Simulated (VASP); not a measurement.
Given:

```yaml
crystal:
  lattice:
    - [0.00000, 3.30758, 3.30758]
    - [3.30758, 0.00000, 3.30758]
    - [3.30758, 3.30758, 0.00000]
  atoms:
    - { symbol: Ag, position: [0.00000, 0.00000, 0.00000] }
    - { symbol: I, position: [0.25000, 0.25000, 0.25000] }
```

Calculation: PBE GGA, VASP's PBE PAW potentials (set 64) (plane waves; VASP). Run with 400 eV cut-off, 8×8×8 Γ-centred mesh, tetrahedra with Blöchl corrections, potentials Ag I.

Unless said otherwise, spin-orbit coupling is left out, though it shifts the bands of the heavy elements here.

Task: Predict the energy per atom (σ→0), band gap (on the k-mesh) with the smallest direct gap where there is one.

Result: 
* **band gap (on the k-mesh)**: 1.34 eV
* **smallest direct gap (on the k-mesh)**: 1.34 eV
* **energy per atom (σ→0)**: -2.396 eV/atom

The absolute energy has meaning only against runs of the same code, potentials and settings.

The compound is AgI in the zinc blende structure, whereas wurtzite is the usual form. It was relaxed first, which changed the volume by +5 %.
